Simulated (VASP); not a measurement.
```xyz
2
Lattice="0.0000 2.3200 2.3200 2.3200 0.0000 2.3200 2.3200 2.3200 0.0000" Properties=species:S:1:pos:R:3 pbc="T T T"
Hf     0.0000     0.0000     0.0000
C      2.3200     2.3200     2.3200
```

Level of theory: RPBE GGA, VASP's PBE PAW potentials (set 64) (plane waves; VASP 6.6.1). Settings: 520 eV cut-off, 12×12×12 Γ-centred mesh, first-order Methfessel-Paxton smearing of 0.10 eV, potentials Hf_pv C.

Energy and stress use the plane-wave basis of the starting cell.

**Question.** The ions, cell shape and volume are relaxed. Give the cell that the relaxation ends in.

**Answer.** 
```xyz
2
Lattice="0.0000 2.3367 2.3367 2.3367 0.0000 2.3367 2.3367 2.3367 0.0000" Properties=species:S:1:pos:R:3 pbc="T T T"
Hf     0.0000     0.0000     0.0000
C      2.3367     2.3367     2.3367
```
Space group Fm-3m (225), at a tolerance of 0.03 Å.

**Question.** How do energy and volume change from the first to the last step?

**Answer.** The energy (σ→0) changes by -4.2 meV/atom and the volume by +2.2 %, in 3 ionic steps.

The compound is HfC in the rock salt structure. This run relaxes it. Symmetry was kept, so distortions that lower it aren't found.
